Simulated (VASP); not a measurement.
Write the native input for VASP 6.6.1 that does the following.

```yaml
Task: single point
Functional: LDA
Potentials_or_basis: VASP PAW LDA potentials, release 64 (Cl, H)
Cutoff: 520 eV
k_mesh: 1 × 1 × 1
Occupations: fermi-dirac, width 0.02 eV
Spin: no spin polarisation
Dipole_correction: no
Further_INCAR_settings: LREAL = Auto; ALGO = Fast; EDIFF = 1e-06; NBANDS = 46
```

The structure of HCl lies in POSCAR:

```
HCl
1.0
    7.6562770000      0.0000000000      0.0000000000
    0.0000000000      7.6562770000      0.0000000000
    0.0000000000      0.0000000000      7.6562770000
Cl H
8 8
Direct
    0.2240383936      0.5834167181      1.0227555769
    0.8531953585      0.5451474653      0.7356969974
    0.1491455965      0.4203740277      0.4288637937
    0.3821308973      0.3051613728      0.7461851237
    1.0039082964      0.0948764001      0.0242284860
    0.2204988142      0.7953865828      0.6409381479
    0.6256696303      0.6265447292      0.0967049651
    0.6211374014      0.8567871826      0.4577159369
    0.2996103720      0.4621306152      0.9433044285
    0.7731303348      0.6664727517      0.6366018366
    0.0178154474      0.4587216476      0.5540943725
    0.2706798618      0.3215400906      0.6048239895
    0.9371917970      0.0855768411      0.1742753038
    0.2713590430      0.7747629821      0.8016820708
    0.4728407815      0.6793380125      0.1461415254
    0.4673812089      0.7748413491      0.5034692449
```

The cell was built by a generator and needn't be a form met in nature.

One way to write it, as run:

INCAR

```
SYSTEM = HCl
PREC = Accurate
ENCUT = 520
EDIFF = 1E-6
ISMEAR = -1
SIGMA = 0.02
LREAL = Auto
LASPH = .TRUE.
NELM = 60
ALGO = Fast
ISIF = 2
LWAVE = .FALSE.
LCHARG = .TRUE.
GGA = CA
LELF = .TRUE.
LVHAR = .TRUE.
NBANDS = 46
```

KPOINTS

```
regular mesh
0
G
  1 1 1
  0 0 0
```

Potentials or basis: VASP PAW LDA potentials, release 64 (Cl, H).

Command:

```bash
$ cat potpaw_LDA.64/Cl/POTCAR potpaw_LDA.64/H/POTCAR > POTCAR
$ mpirun -np 1 vasp_gam > vasp.out
```

It gave:

The pressure is 0.2 GPa, the largest force is 2.684 eV/Å and the band gap on the k mesh is 4.71 eV, direct.

Run time: 42 s on 1 thread of Intel(R) Xeon(R) Platinum 8259CL CPU @ 2.50GHz (Skylake/Cascade Lake), with other jobs on the host, peak memory 0.33 GiB.
